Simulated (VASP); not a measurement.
# C₅₃P: relaxation of the atoms

C₅₃P, defect, 54 atoms in the cell. PBE; PAW potentials P, C (PBE set).

## Input

INCAR:
```
SYSTEM = PC53
ALGO = Normal ; EDIFF = 1E-6
EDIFFG = -0.02 ; ENCUT = 450
GGA = PE ; IBRION = 2
ISIF = 2 ; ISMEAR = 0
ISPIN = 2 ; LASPH = .True.
LCHARG = .False. ; LORBIT = 11
LREAL = Auto ; LWAVE = .False.
MAGMOM = 0.2 0 0 0 0 0 0 0 0 0 0 0 0 0 0 0 0 0 0 0 0 0 0 0 0 0 0 0.2 0.2 0 0.2 0 0 0 0 0 0.2 0 0 0 0 0 0 0 0 0 0 0 0 0 0 0 0 0 ; NCORE = 2
NELM = 100 ; NSW = 80
NUPDOWN = 1 ; PREC = Normal
SIGMA = 0.02
```

KPOINTS:
```
k-points
0
Gamma
  1 1 1
```

POSCAR:
```
PC53
1.0
    0.0000000000      5.3501100000      5.3501100000
    5.3501100000      0.0000000000      5.3501100000
    5.3501100000      5.3501100000      0.0000000000
P C
1 53
Direct
    0.2478390000      0.2507680000      0.2447350000
    0.2500000000      0.2500000000      0.5833330000
    0.2500000000      0.2500000000      0.9166670000
    0.2500000000      0.5833330000      0.2500000000
    0.2500000000      0.5833330000      0.5833330000
    0.2500000000      0.5833330000      0.9166670000
    0.2500000000      0.9166670000      0.2500000000
    0.2500000000      0.9166670000      0.5833330000
    0.2500000000      0.9166670000      0.9166670000
    0.5833330000      0.2500000000      0.2500000000
    0.5833330000      0.2500000000      0.5833330000
    0.5833330000      0.2500000000      0.9166670000
    0.5833330000      0.5833330000      0.2500000000
    0.5833330000      0.5833330000      0.5833330000
    0.5833330000      0.5833330000      0.9166670000
    0.5833330000      0.9166670000      0.2500000000
    0.5833330000      0.9166670000      0.5833330000
    0.5833330000      0.9166670000      0.9166670000
    0.9166670000      0.2500000000      0.2500000000
    0.9166670000      0.2500000000      0.5833330000
    0.9166670000      0.2500000000      0.9166670000
    0.9166670000      0.5833330000      0.2500000000
    0.9166670000      0.5833330000      0.5833330000
    0.9166670000      0.5833330000      0.9166670000
    0.9166670000      0.9166670000      0.2500000000
    0.9166670000      0.9166670000      0.5833330000
    0.9166670000      0.9166670000      0.9166670000
    0.1680750000      0.1593430000      0.1676200000
    0.1685990000      0.1580240000      0.5015100000
    0.1666670000      0.1666670000      0.8333330000
    0.1691230000      0.4946460000      0.1717180000
    0.1666670000      0.5000000000      0.5000000000
    0.1666670000      0.5000000000      0.8333330000
    0.1666670000      0.8333330000      0.1666670000
    0.1666670000      0.8333330000      0.5000000000
    0.1666670000      0.8333330000      0.8333330000
    0.4934750000      0.1679120000      0.1751420000
    0.5000000000      0.1666670000      0.5000000000
    0.5000000000      0.1666670000      0.8333330000
    0.5000000000      0.5000000000      0.1666670000
    0.5000000000      0.5000000000      0.5000000000
    0.5000000000      0.5000000000      0.8333330000
    0.5000000000      0.8333330000      0.1666670000
    0.5000000000      0.8333330000      0.5000000000
    0.5000000000      0.8333330000      0.8333330000
    0.8333330000      0.1666670000      0.1666670000
    0.8333330000      0.1666670000      0.5000000000
    0.8333330000      0.1666670000      0.8333330000
    0.8333330000      0.5000000000      0.1666670000
    0.8333330000      0.5000000000      0.5000000000
    0.8333330000      0.5000000000      0.8333330000
    0.8333330000      0.8333330000      0.1666670000
    0.8333330000      0.8333330000      0.5000000000
    0.8333330000      0.8333330000      0.8333330000
```

Commands:
```
cat potpaw_PBE.64/P/POTCAR potpaw_PBE.64/C/POTCAR > POTCAR
mpirun -np 4 vasp_gam > vasp.out
```

## Result

- Ionic steps: 17
- SCF steps in all: 116

Ionic steps:

| Step | Energy (eV) | Largest force (eV/A) | SCF steps |
|---|---|---|---|
| 1 | -461.76329 | 11.9131 | 17 |
| 2 | -454.45576 | 11.9169 | 12 |
| 3 | -464.62858 | 2.7185 | 11 |
| 4 | -464.63123 | 2.6459 | 5 |
| 5 | -464.24143 | 3.4777 | 10 |
| 6 | -464.89170 | 0.5916 | 9 |
| 7 | -464.90152 | 0.4542 | 7 |
| 8 | -464.91534 | 0.2393 | 6 |
| 9 | -464.92146 | 0.1389 | 6 |
| 10 | -464.92167 | 0.1348 | 4 |
| 11 | -464.92392 | 0.1299 | 5 |
| 12 | -464.92399 | 0.1022 | 4 |
| 13 | -464.92495 | 0.0635 | 5 |
| 14 | -464.92497 | 0.0506 | 3 |
| 15 | -464.92522 | 0.0349 | 5 |
| 16 | -464.92523 | 0.0250 | 3 |
| 17 | -464.92532 | 0.0157 | 4 |

VASP 6.6.1 took 145 s on 4 cores (Intel Xeon 6975P-C (Granite Rapids)), a shared host.
